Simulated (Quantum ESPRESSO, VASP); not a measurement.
A VASP calculation is set up with these files.

### INCAR
```
! general
SYSTEM  = Sr3SbN
PREC    = Accurate
ENCUT   = 400
LREAL   = .FALSE.
LASPH   = .TRUE.

! electronic loop
EDIFF   = 1E-6
NELM    = 100
ALGO    = Normal
LMAXMIX = 4

! smearing
ISMEAR  = -1
SIGMA   = 0.02

! functional
GGA     = PS

! ions
ISIF    = 2

! output
LWAVE   = .FALSE.
LCHARG  = .FALSE.
```

**KPOINTS**
```
Automatic mesh
0
Gamma
5 5 5
0 0 0
```

### POSCAR
```
Sr3SbN
1
    5.0910710000     0.0000000000     0.0000000000
    0.0000000000     5.0910710000     0.0000000000
    0.0000000000     0.0000000000     5.0910710000
Sr Sb N
3 1 1
Direct
  0.0000000000   0.5000000000   0.5000000000
  0.5000000000   0.0000000000   0.5000000000
  0.5000000000   0.5000000000   0.0000000000
  0.0000000000   0.0000000000   0.0000000000
  0.5000000000   0.5000000000   0.5000000000
```

POTCAR, in this order: Sr_sv Sb N (PBE.64 set). Program: vasp_std.

### Question
Translate it to Quantum ESPRESSO.

### Answer
One input that does it (PBEsol, GBRV 1.5 ultrasoft (PBESOL) pseudopotentials):
```
&control
  calculation = 'scf'
  prefix = 'pwscf'
  outdir = './out'
  pseudo_dir = './'
  tprnfor = .true.
  tstress = .true.
/
&system
  ibrav = 1
  celldm(1) = 9.62072987
  nat = 5
  ntyp = 3
  ecutwfc = 40
  ecutrho = 200
  occupations = 'smearing'
  smearing = 'fd'
  degauss = 0.00147
/
&electrons
  conv_thr = 1.0d-9
  mixing_beta = 0.4
/
ATOMIC_SPECIES
Sr    87.6200  sr_pbesol_v1.uspp.F.UPF
Sb   121.7600  sb_pbesol_v1.4.uspp.F.UPF
N     14.0070  n_pbesol_v1.2.uspp.F.UPF
ATOMIC_POSITIONS angstrom
Sr    0.00000000    2.54553550    2.54553550
Sr    2.54553550    0.00000000    2.54553550
Sr    2.54553550    2.54553550    0.00000000
Sb    0.00000000    0.00000000    0.00000000
N     2.54553550    2.54553550    2.54553550
K_POINTS automatic
5 5 5  0 0 0
```
The two runs describe the same crystal, functional and task. Each code takes its own potentials, basis and convergence tests.

The structure comes from a computed database's Sr3SbN entry; how it stands against other phases isn't given here. The cell was not relaxed at this level, and its volume differs by -5.9 % from the start's.
